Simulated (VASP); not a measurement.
```
CELL_PARAMETERS angstrom
      0.00000     2.89618     2.89618
      2.89618     0.00000     2.89618
      2.89618     2.89618     0.00000
ATOMIC_POSITIONS crystal
  Ga 0.00000 0.00000 0.00000
  As 0.25000 0.25000 0.25000
```

Method: revPBE GGA, VASP's PBE PAW potentials (set 64) (plane waves; VASP). Settings: 520 eV cut-off, Gaussian smearing of 0.050 eV, potentials Ga_d As.

Question: Give the energies of bands 7 to 12 at the high-symmetry points, in eV from the valence-band maximum.

Answer: 
```tsv
band	Γ	X	U	L	W
7	0.00	-6.46	-6.30	-6.23	-6.30
8	0.00	-2.42	-3.47	-1.03	-3.19
9	0.00	-2.42	-2.04	-1.03	-2.99
10	0.08	1.67	2.06	0.88	4.31
11	3.73	1.74	4.52	4.63	4.75
12	3.73	9.64	7.63	4.63	5.23
```

The gap is direct, 0.08 eV, from the valence maximum at Γ to the conduction minimum at Γ.

Measured: gap 1.57 eV (computed value off by -1.49 eV), as given by Wei Chen et al., Physical Review Materials (2018), doi:10.1103/physrevmaterials.2.073803 [zero-point renormalisation of 0.05 eV added back (the table's ZPR column)].

The compound is GaAs in the zinc blende structure. It was relaxed first, which changed the volume by +8 %.
